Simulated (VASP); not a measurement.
Output of a VASP run:

File OSZICAR:
```
       N       E                     dE             d eps       ncg     rms          rms(c)
DAV:   1     0.242401203558E+03    0.24240E+03   -0.17324E+04  1320   0.148E+03
DAV:   2     0.431360970290E+00   -0.24197E+03   -0.23708E+03  1476   0.348E+02
DAV:   3    -0.129900855014E+02   -0.13421E+02   -0.13380E+02  1596   0.815E+01
DAV:   4    -0.131114836225E+02   -0.12140E+00   -0.12134E+00  1428   0.752E+00
DAV:   5    -0.131124558635E+02   -0.97224E-03   -0.97217E-03  1602   0.634E-01    0.870E+00
DAV:   6    -0.123920010703E+02    0.72045E+00   -0.17256E+00  1682   0.142E+01    0.683E+00
DAV:   7    -0.123567644454E+02    0.35237E-01   -0.55546E-01  1458   0.429E+00    0.283E+00
DAV:   8    -0.123524532921E+02    0.43112E-02   -0.68528E-02  1392   0.302E+00    0.380E-01
DAV:   9    -0.123517533724E+02    0.69992E-03   -0.10148E-02  1518   0.133E+00    0.126E-01
DAV:  10    -0.123517651784E+02   -0.11806E-04   -0.88516E-04  1458   0.365E-01    0.675E-02
DAV:  11    -0.123518345592E+02   -0.69381E-04   -0.19577E-04  1470   0.104E-01    0.202E-02
DAV:  12    -0.123518186034E+02    0.15956E-04   -0.94750E-05  1644   0.103E-01    0.789E-03
DAV:  13    -0.123518206693E+02   -0.20659E-05   -0.10635E-05  1416   0.225E-02    0.602E-03
DAV:  14    -0.123518203882E+02    0.28115E-06   -0.12116E-06  1608   0.759E-03    0.268E-03
DAV:  15    -0.123518205706E+02   -0.18247E-06   -0.12986E-07   976   0.258E-03    0.108E-03
DAV:  16    -0.123518205263E+02    0.44328E-07   -0.20667E-08   948   0.835E-04
   1 F= -.12351821E+02 E0= -.12351821E+02  d E =0.000000E+00
```

### OUTCAR
```
------------------------ aborting loop because EDIFF is reached ----------------------------------------
  FORCE on cell =-STRESS in cart. coord.  units (eV):
  Direction    XX          YY          ZZ          XY          YZ          ZX
  --------------------------------------------------------------------------------------
  Total       -0.0089604     -0.0089604      0.0121099      0.0000000      0.0000000      0.0000000
  in kB       -0.1267441     -0.1267441      0.1712934      0.0000000      0.0000000      0.0000000
  external PRESSURE =      -0.0273983 kB  Pullay stress =       0.0000000 kB
  volume of cell :      113.27
      direct lattice vectors                 reciprocal lattice vectors
     2.156310299 -3.734838757  0.000000000     0.231877574 -0.133874588  0.000000000
     2.156310299  3.734838757  0.000000000     0.231877574  0.133874588  0.000000000
     0.000000000  0.000000000  7.032286789     0.000000000  0.000000000  0.142201254
  FREE ENERGIE OF THE ION-ELECTRON SYSTEM (eV)
  ---------------------------------------------------
  free  energy   TOTEN  =       -12.3518205263 eV

  energy  without entropy=      -12.3518205263  energy(sigma->0) =      -12.35182053

 total charge

# of ion       s       p       d       tot
------------------------------------------
    1        0.446   0.313   9.550  10.310
    2        0.446   0.313   9.550  10.310
    3        1.445   2.375   0.022   3.843
    4        1.445   2.375   0.022   3.843
--------------------------------------------------
tot          3.784   5.378  19.145  28.306
```
(Selected blocks of OUTCAR.)

POSCAR:
```
CdSe
1
    2.1563102993    -3.7348387570     0.0000000000
    2.1563102993     3.7348387570     0.0000000000
    0.0000000000     0.0000000000     7.0322867887
Cd Se
2 2
Direct
  0.6666670000   0.3333330000   0.5000155756
  0.3333330000   0.6666670000   0.0000155756
  0.6666670000   0.3333330000   0.8759844244
  0.3333330000   0.6666670000   0.3759844244
```

Write an INCAR and KPOINTS that could have produced this output.

One answer among several that fit: the input of the run itself, PBEsol GGA, plane waves, VASP's PBE PAW potentials (set 64).

### KPOINTS
```
Automatic mesh
0
Gamma
8 8 4
```

INCAR:
```
LMAXMIX=4   # l cut-off of mixed one-centre charges
LWAVE=.False.
ISMEAR=-5
GGA=PS
LASPH=.True.   # aspherical one-centre terms
ALGO=Normal   # blocked Davidson
ISIF=2
NEDOS=601
PREC=Accurate
LORBIT=11   # lm-projected
SYSTEM=CdSe
LREAL=.False.   # projection in real space or not
ENCUT=520
LCHARG=.True.
EDIFF=1E-7   # SCF stop (eV)
NELM=100   # most electronic steps
```

POTCAR, in this order: Cd Se (PBE.64 set). Program: vasp_std.

The compound is CdSe in the wurtzite structure. It was relaxed first.
